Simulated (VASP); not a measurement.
Calculation: PBEsol GGA, VASP's PBE PAW potentials (set 64) (plane waves; VASP).

VASP input:

POSCAR:
```
Ag3Al
1.0
  0.0123957437   4.0569380995   3.9491698802
  4.0569380995   0.0123957437   3.9491698802
  2.0346669216   2.0346669216   0.0000000000
Al Ag
1 3
direct
  0.0000000000   0.0000000000   0.0000000000
  0.0000000000   0.5000000000   0.0000000000
  0.5000000000   0.0000000000   0.0000000000
  0.5000000000   0.5000000000   0.0000000000
```

### INCAR
```
SYSTEM = Ag3Al
PREC = Accurate
ENCUT = 400
EDIFF = 1E-6
NELM = 100
ALGO = Normal
LREAL = .FALSE.
LASPH = .TRUE.
ISMEAR = 1
SIGMA = 0.1
GGA = PS
LMAXMIX = 4
LWAVE = .FALSE.
LCHARG = .FALSE.
IBRION = 2
ISIF = 3
NSW = 60
EDIFFG = -0.02
```

File KPOINTS:
```
Automatic mesh
0
Gamma
6 6 12
0 0 0
```

POTCAR, in this order: Al Ag (PBE.64 set). Program: vasp_std.

Q: Estimate the energy per atom (σ→0), volume per atom, band gap (on the k-mesh).

A: 
```yaml
energy per atom (σ→0): -345.5 kJ/mol of atoms
band gap (on the k-mesh): none (metal, semimetal or under 0.01 eV)
volume_per_atom: 16.24 Å³/atom
```

OSZICAR:
```
...
   4 F= -.14323406E+02 E0= -.14323275E+02  d E =-.545614E-04
       N       E                     dE             d eps       ncg     rms          rms(c)
DAV:   1    -0.143253378293E+02   -0.19330E-02   -0.34404E-02  3980   0.176E+00    0.275E-01
DAV:   2    -0.143236014287E+02    0.17364E-02   -0.66388E-03  4166   0.827E-01    0.979E-02
DAV:   3    -0.143235328569E+02    0.68572E-04   -0.11016E-04  4070   0.777E-02    0.588E-02
DAV:   4    -0.143234989238E+02    0.33933E-04   -0.50018E-05  4238   0.502E-02    0.960E-03
DAV:   5    -0.143234981393E+02    0.78450E-06   -0.32118E-06  3268   0.199E-02
   5 F= -.14323498E+02 E0= -.14323382E+02  d E =-.147048E-03
```

The structure was generated: Ag3Al was put into an ordered model structure (Cmmm), which need not be its known phase. This run relaxes it. Symmetry was kept, so distortions that lower it aren't found. The start is the result of an earlier pass.
